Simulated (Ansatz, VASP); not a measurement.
NaTi2B6: VASP beside Ansatz

```xyz
9
Lattice="2.6573 1.5342 3.3638 -2.6573 1.5342 3.3638 0.0000 -3.0683 3.3638" Properties=species:S:1:pos:R:3 pbc="T T T"
Na    0.0000    0.0000    5.0457
Ti    0.0000    0.0000    8.4379
Ti    0.0000    0.0000    1.6536
B    -0.9111    1.5342    3.3638
B    -0.8731   -1.5562    3.3638
B     1.7842    0.0220    3.3638
B     0.9111    1.5342    3.3638
B    -1.7842    0.0220    3.3638
B     0.8731   -1.5562    3.3638
```

Alike in both runs: functional PBE; k mesh 6 × 6 × 6; occupations gaussian, width 0.1 eV; no spin polarisation.

Ansatz relaxed the structure, and its values are those at the end. VASP's run is a single point on that final structure, the one shown.

|  | VASP | Ansatz |
| --- | --- | --- |
| version | VASP 6.6.1 | Ansatz 0.2.0 |
| potentials or method | VASP PAW PBE potentials, release 64 (Na_pv, Ti_sv, B) | scalar-relativistic, plane waves, PAW |
| plane-wave cutoff (eV) | 520 | 420 |
| valence electrons in the cell | 49 | 51 |

```tsv
	VASP	Ansatz	Ansatz less VASP
gap on the k mesh at the Fermi level (eV)	none	none	-
pressure (GPa)	0.1	-0.1	-0.19
```

A gap of «none» marks a metal or a gap that the smearing closes. The functional is the same, so the differences come from potentials, cutoffs and numerics. The two sets of potentials don't hold the same shells in valence.
